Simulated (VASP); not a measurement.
These are r2SCAN meta-GGA, VASP's PBE PAW potentials (set 64) (plane waves; VASP) values and carry that method's errors.

Input for VASP

**POSCAR**
```
PrMg3
1
    0.0000000000     3.7100226581     3.7100226581
    3.7100226581     0.0000000000     3.7100226581
    3.7100226581     3.7100226581     0.0000000000
Pr Mg
1 3
Direct
  0.0000000000   0.0000000000   0.0000000000
  0.5000000000   0.5000000000   0.5000000000
  0.7500000000   0.7500000000   0.7500000000
  0.2500000000   0.2500000000   0.2500000000
```

**KPOINTS**
```
Automatic mesh
0
gamma
 8 8 8
0 0 0
```

**INCAR**
```
ALGO  =  Normal
EDIFF  =  1E-7
ENCUT  =  480
ISIF  =  2
ISMEAR  =  1
LASPH  =  .True.
LCHARG  =  .False.
LMAXMIX  =  6
LMIXTAU  =  .True.
LREAL  =  .False.
LWAVE  =  .False.
METAGGA  =  R2SCAN
NELM  =  100
PREC  =  Accurate
SIGMA  =  0.1
SYSTEM  =  PrMg3
```

POTCAR, in this order: Pr_3 Mg (PBE.64 set). Program: vasp_std.

Output

**OSZICAR**
```
       N       E                     dE             d eps       ncg     rms          rms(c)
DAV:   1     0.443455009959E+02    0.44346E+02   -0.65688E+03   696   0.111E+03
DAV:   2    -0.420186897886E+02   -0.86364E+02   -0.83830E+02   836   0.217E+02
DAV:   3    -0.463149701943E+02   -0.42963E+01   -0.41793E+01  1084   0.416E+01
DAV:   4    -0.465148763307E+02   -0.19991E+00   -0.19883E+00   932   0.882E+00
DAV:   5    -0.465219326106E+02   -0.70563E-02   -0.70548E-02  1020   0.144E+00    0.376E+00
DAV:   6    -0.424784279623E+02    0.40435E+01   -0.22578E+00  1096   0.908E+00    0.299E+00
DAV:   7    -0.422263847745E+02    0.25204E+00   -0.95861E-01   820   0.803E+00    0.183E+00
DAV:   8    -0.427520866878E+02   -0.52570E+00   -0.23304E+00   856   0.711E+00    0.157E+00
DAV:   9    -0.424111747465E+02    0.34091E+00   -0.13528E+00   844   0.733E+00    0.303E-01
DAV:  10    -0.424044845557E+02    0.66902E-02   -0.84384E-02   844   0.252E+00    0.196E-01
DAV:  11    -0.424172409227E+02   -0.12756E-01   -0.33017E-02   724   0.199E+00    0.171E-01
DAV:  12    -0.424156084621E+02    0.16325E-02   -0.35500E-03   816   0.692E-01    0.112E-01
DAV:  13    -0.424169243862E+02   -0.13159E-02   -0.88158E-04   808   0.337E-01    0.751E-02
DAV:  14    -0.424153651799E+02    0.15592E-02   -0.21761E-03   804   0.497E-01    0.411E-02
DAV:  15    -0.424155058138E+02   -0.14063E-03   -0.18418E-04   836   0.152E-01    0.245E-02
DAV:  16    -0.424154801065E+02    0.25707E-04   -0.96222E-06   996   0.254E-02    0.230E-02
DAV:  17    -0.424156374083E+02   -0.15730E-03   -0.99949E-05   828   0.839E-02    0.122E-02
DAV:  18    -0.424157579792E+02   -0.12057E-03   -0.11149E-04   720   0.117E-01    0.955E-03
DAV:  19    -0.424157568250E+02    0.11542E-05   -0.50610E-06  1108   0.178E-02    0.986E-03
DAV:  20    -0.424157553500E+02    0.14751E-05   -0.35343E-06  1004   0.164E-02    0.292E-03
DAV:  21    -0.424157558440E+02   -0.49406E-06   -0.40461E-06   744   0.209E-02    0.102E-03
DAV:  22    -0.424157566979E+02   -0.85392E-06   -0.18980E-07   628   0.425E-03    0.114E-03
DAV:  23    -0.424157559108E+02    0.78713E-06   -0.24424E-07   652   0.484E-03    0.476E-04
DAV:  24    -0.424157567345E+02   -0.82364E-06   -0.15058E-07   476   0.221E-03    0.217E-04
DAV:  25    -0.424157566518E+02    0.82642E-07   -0.30362E-08   400   0.122E-03
   1 F= -.42415757E+02 E0= -.42415175E+02  d E =-.174385E-02
```

File OUTCAR:
```
------------------------ aborting loop because EDIFF is reached ----------------------------------------
  FORCE on cell =-STRESS in cart. coord.  units (eV):
  Direction    XX          YY          ZZ          XY          YZ          ZX
  --------------------------------------------------------------------------------------
  Total        0.0472803      0.0472803      0.0472803      0.0000000      0.0000000      0.0000000
  in kB        0.7417054      0.7417054      0.7417054      0.0000000      0.0000000      0.0000000
  external PRESSURE =       0.7417054 kB  Pullay stress =       0.0000000 kB
  volume of cell :      102.13
      direct lattice vectors                 reciprocal lattice vectors
     0.000000000  3.710022658  3.710022658    -0.134770066  0.134770066  0.134770066
     3.710022658  0.000000000  3.710022658     0.134770066 -0.134770066  0.134770066
     3.710022658  3.710022658  0.000000000     0.134770066  0.134770066 -0.134770066
 POSITION                                       TOTAL-FORCE (eV/Angst)
 -----------------------------------------------------------------------------------
      0.00000      0.00000      0.00000         0.000000      0.000000     -0.000000
      3.71002      3.71002      3.71002         0.000000      0.000000     -0.000000
      5.56503      5.56503      5.56503        -0.000000     -0.000000     -0.000000
      1.85501      1.85501      1.85501         0.000000      0.000000      0.000000
 -----------------------------------------------------------------------------------
    total drift:                               -0.000000      0.000000     -0.000000
  FREE ENERGIE OF THE ION-ELECTRON SYSTEM (eV)
  ---------------------------------------------------
  free  energy   TOTEN  =       -42.4157566518 eV

  energy  without entropy=      -42.4140128018  energy(sigma->0) =      -42.41517537
```
(Selected blocks of OUTCAR.)

**OUTCAR**
```
 val. band max:        2.9602905659   @ k =  -0.3750   0.2500   0.0000

 cond. band min:       3.0466911254   @ k =   0.5000   0.2500   0.1250


 Fermi energy:         3.0069271352

 k-point     1 :       0.0000    0.0000    0.0000
  band No.  band energies     occupation
      1     -34.6919      2.00000
      2     -16.2825      2.00000
      3     -16.2825      2.00000
      4     -16.2825      2.00000
      5      -3.3395      2.00000
      6       2.0528      2.00000
      7       2.0528      2.00000
      8       2.0528      2.00000
      9       3.7386     -0.00000
     10       3.7386     -0.00000
     11       5.1080      0.00000
     12       5.1081      0.00000

 k-point     2 :       0.1250    0.0000    0.0000
  band No.  band energies     occupation
      1     -34.6916      2.00000
      2     -16.2905      2.00000
      3     -16.2836      2.00000
      4     -16.2836      2.00000
      5      -3.1758      2.00000
      6       1.6718      2.00000
      7       2.1100      2.00000
      8       2.1101      2.00000
      9       3.4490     -0.00000
     10       3.4490     -0.00000
     11       4.7989     -0.00000
     12       5.6733      0.00000

 k-point     3 :       0.2500    0.0000    0.0000
  band No.  band energies     occupation
      1     -34.6910      2.00000
      2     -16.3097      2.00000
      3     -16.2863      2.00000
      4     -16.2863      2.00000
      5      -2.7036      2.00000
      6       0.8559      2.00000
      7       2.1147      2.00000
      8       2.1147      2.00000
      9       3.3533     -0.00001
     10       3.3533     -0.00001
     11       4.3294     -0.00000
     12       6.3348      0.00000

 k-point     4 :       0.3750    0.0000    0.0000
  band No.  band energies     occupation
      1     -34.6905      2.00000
      2     -16.3287      2.00000
      3     -16.2890      2.00000
      4     -16.2890      2.00000
      5      -1.9781      2.00000
      6      -0.0920      2.00000
...
```

The 4f electrons are frozen in the core of the lanthanide potential, so 4f levels, which can set the real gap, and their magnetism are missing.

The structure comes from a computed database's PrMg3 entry (Fm-3m); how it stands against other phases isn't given here. It was relaxed first. The electron count is odd and the run is not spin-polarised, which forces a metal.
